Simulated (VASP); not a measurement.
Consider the following.

```
CELL_PARAMETERS angstrom
      0.00000     2.31998     2.31998
      2.31998     0.00000     2.31998
      2.31998     2.31998     0.00000
ATOMIC_POSITIONS crystal
  Zr 0.00000 0.00000 0.00000
  C  0.50000 0.50000 0.50000
```

Level of theory: PBEsol GGA, VASP's PBE PAW potentials (set 64) (plane waves; VASP). Run with 620 eV cut-off, 14×14×14 Γ-centred mesh, first-order Methfessel-Paxton smearing of 0.10 eV, potentials Zr_sv C.

Task: The ions, cell shape and volume at an external pressure of 10.0 GPa are relaxed. Which structure does the run end with?

Result: 
```
CELL_PARAMETERS angstrom
      0.00000     2.30535     2.30535
      2.30535     0.00000     2.30535
      2.30535     2.30535     0.00000
ATOMIC_POSITIONS crystal
  Zr 0.00000 0.00000 0.00000
  C  0.50000 0.50000 0.50000
```
Space group Fm-3m (225), at a tolerance of 0.03 Å.

Task: How do energy and volume change from the first to the last step?

Result: The energy (σ→0) changes by +10.8 meV/atom and the volume by -1.9 %, in 3 ionic steps.

```csv
step,E(σ→0) (eV),max force (eV/Å),pressure (GPa),volume (Å³)
1,-20.5662,0.000,4.91,24.97
2,-20.4538,0.000,21.50,23.57
3,-20.5446,0.000,9.93,24.50
```

The compound is ZrC in the rock salt structure. This run relaxes it under an external pressure of 10 GPa. Symmetry was kept, so distortions that lower it aren't found.
